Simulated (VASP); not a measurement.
Li:

```
CELL_PARAMETERS angstrom
-1.75465 1.75465 1.75465
1.75465 -1.75465 1.75465
1.75465 1.75465 -1.75465
ATOMIC_POSITIONS crystal
Li 0.00000 0.00000 0.00000
```

```yaml
Program: VASP 6.6.1
Task: relaxation of cell and atoms
Functional: PBE
Dispersion: D3(BJ)
Potentials_or_basis: VASP PAW PBE potentials, release 64 (Li_sv)
Cutoff: 600 eV
k_mesh: 16 × 16 × 16
Occupations: gaussian, width 0.1 eV
Spin: no spin polarisation
```

At the start: pressure -2.1 GPa; volume 21.61 Å³/atom.

Q: How do energy, volume and symmetry change on relaxing?

A: Over 5 steps the energy falls by 25.8 meV/atom and the volume is 18.09 Å³/atom (-16.3 %); space group Im-3m (No. 229, to 0.05 Å).

Step by step:
```tsv
step	energy change (eV)	largest force (eV/Å)	pressure (GPa)	volume (Å³)
1	0.0000	0.0000	-2.05	21.61
2	-0.0101	0.0000	-1.71	20.75
3	-0.0246	0.0000	-0.56	18.79
4	-0.0258	0.0000	0.09	17.99
5	-0.0258	0.0000	0.00	18.09
```

Final structure:
```
Li
1.0
    -1.65376    1.65376    1.65376
     1.65376   -1.65376    1.65376
     1.65376    1.65376   -1.65376
Li
1
Cartesian
  0.0000 0.0000 0.0000
```

Caveat: the cutoff is under 1.25 times the usual one of these potentials, so pressure, stress and relaxed cells hold a basis-set (Pulay) error; the volume moved by over 15 % at a fixed basis, so the end points are rough; the volume moved by -16 % from the deposited cell, more than functionals usually miss; pairwise dispersion overbinds metals, which lowers pressure and volume.
